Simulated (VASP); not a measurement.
A run of VASP 6.6.1:

File INCAR:

```
SYSTEM = Cs2AgBiBr6
ALGO = Normal
EDIFF = 1E-7
EDIFFG = -0.005
ENCUT = 300
GGA = PE
IBRION = 2
ISIF = 3
ISMEAR = 0
LASPH = .True.
LCHARG = .False.
LREAL = .False.
LWAVE = .False.
NELM = 80
NSW = 90
PREC = Accurate
SIGMA = 0.03
```

KPOINTS

```
k-points
0
Gamma
  2 2 2
  0 0 0
```

The input POSCAR:

```
Cs2AgBiBr6                              
1.0
    0.0000000000      5.7562518983      5.7562518983
    5.7562518983     -0.0000000000      5.7562518983
    5.7562518983      5.7562518983      0.0000000000
  Cs              Ag              Bi              Br            
     2     1     1     6
Direct
     0.2500000000000000    0.2500000000000000    0.2500000000000000
     0.7500000000000000    0.7500000000000000    0.7500000000000000
     0.5000000000000000    0.5000000000000000    0.5000000000000000
     0.0000000000000000    0.0000000000000000    0.0000000000000000
     0.2502705016426006    0.7497294983573995    0.2502705016426006
     0.2502705016426006    0.7497294983573995    0.7497294983573995
     0.7497294983573995    0.2502705016426006    0.7497294983573995
     0.7497294983573995    0.2502705016426006    0.2502705016426006
     0.2502705016426006    0.2502705016426006    0.7497294983573995
     0.7497294983573995    0.7497294983573995    0.2502705016426006
```

Potentials or basis: VASP PAW PBE potentials, release 64 (Cs_sv, Ag, Bi, Br).

Run with:

```console
$ cat potpaw_PBE.64/Cs_sv/POTCAR potpaw_PBE.64/Ag/POTCAR potpaw_PBE.64/Bi/POTCAR potpaw_PBE.64/Br/POTCAR > POTCAR
$ mpirun -np 2 vasp_std > vasp.out
```

Hardware: 2 MPI ranks on Intel(R) Xeon(R) Platinum 8488C (Sapphire Rapids), with other jobs on the host.

Q: How long does it take, and how much memory?

A: It took 40 s on 2 MPI ranks on Intel(R) Xeon(R) Platinum 8488C (Sapphire Rapids), with other jobs on the host, peak memory 0.23 GiB a rank. Counts: scf iterations 24, k points 3, ion steps 2.
